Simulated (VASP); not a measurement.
# Ca2Pb5 (a cell with a defect): single point with PBEsol

The system is Ca2Pb5 (a cell with a defect).

```
Ca Pb
1.0
     4.85602    0.00000    0.00000
     0.00000    4.85602    0.00000
     0.00000    0.00000    9.71204
Ca Pb
2 5
Direct
  0.00771 0.99425 0.01325
  0.95459 0.00390 0.49838
  0.34753 0.50380 0.40928
  0.53272 0.00707 0.24252
  0.49906 0.49621 0.99201
  0.00344 0.49731 0.75240
  0.48704 0.00805 0.74948
```

* Program: VASP 6.6.1
* Task: single point
* Functional: PBEsol
* Potentials or basis: VASP PAW PBE potentials, release 64 (Ca_sv, Pb_d)
* Cutoff: 520 eV
* k mesh: 3 × 3 × 2
* Occupations: methfessel-paxton, width 0.15 eV
* Spin: no spin polarisation
* Dipole correction: no
* Further INCAR settings: ALGO = Fast; EDIFF = 1e-06; NBANDS = 54

| Property | Result |
| --- | --- |
| Pressure | -1.4 GPa |
| Largest force | 0.291 eV/Å |
| Band gap on the k mesh | none (metal or under the smearing width) |

Forces on the atoms (eV/Å):
```
Ca   0.028 -0.002  0.023
Ca  -0.049 -0.011 -0.074
Pb   0.213  0.031  0.196
Pb  -0.131 -0.019 -0.070
Pb  -0.007  0.010 -0.016
Pb   0.012  0.016 -0.023
Pb  -0.066 -0.025 -0.036
```

Stress tensor (GPa, compression positive):
```
-1.91  0.00 -0.55
 0.00 -0.90  0.10
-0.55  0.10 -1.35
```

Levels at points of the mesh, in eV from the Fermi level:
```tsv
k point	band 42	band 43	band 44	band 45	band 46	band 47	band 48	band 49
(0.00, 0.00, 0.00)	-1.11	-1.05	-0.36	0.26	0.65	0.75	0.99	1.36
(0.00, 0.00, 0.50)	-1.33	-0.70	-0.22	-0.01	0.92	0.96	1.23	1.52
```

Run time: 3.9 min on 1 thread of Intel(R) Xeon(R) Platinum 8488C (Sapphire Rapids) (shared host), peak memory 0.34 GiB.

Caveat: the k mesh is coarse (spacing up to 0.43 Å⁻¹), so the values aren't converged; the PAW data sets were made with another functional, which shifts forces and pressure a little. The run has no spin-orbit coupling, so splittings on Pb are missing.
